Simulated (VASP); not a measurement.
Here is the system:

```
CELL_PARAMETERS angstrom
      0.00000     2.54709     2.54709
      2.54709     0.00000     2.54709
      2.54709     2.54709     0.00000
ATOMIC_POSITIONS crystal
  Zr 0.00000 0.00000 0.00000
  O  0.25000 0.25000 0.25000
  O  0.75000 0.75000 0.75000
```

These are optB86b-vdW, VASP's PBE PAW potentials (set 64) (plane waves; VASP) values and carry that method's errors. Settings: 520 eV cut-off, 8×8×8 Γ-centred mesh, tetrahedra with Blöchl corrections, potentials Zr_sv O.

Estimate the energy per atom (σ→0), band gap (on the k-mesh) with the smallest direct gap where there is one.

```json
{
 "band gap (on the k-mesh)": "3.34 eV",
 "smallest direct gap (on the k-mesh)": "3.77 eV",
 "energy per atom (σ→0)": "-748.8 kJ/mol-atom"
}
```

Only differences to runs with the same potentials and settings are physical.

The compound is ZrO2 in the fluorite structure, the high-temperature cubic form, which is unstable at 0 K; the monoclinic form is the stable one. It was relaxed first.
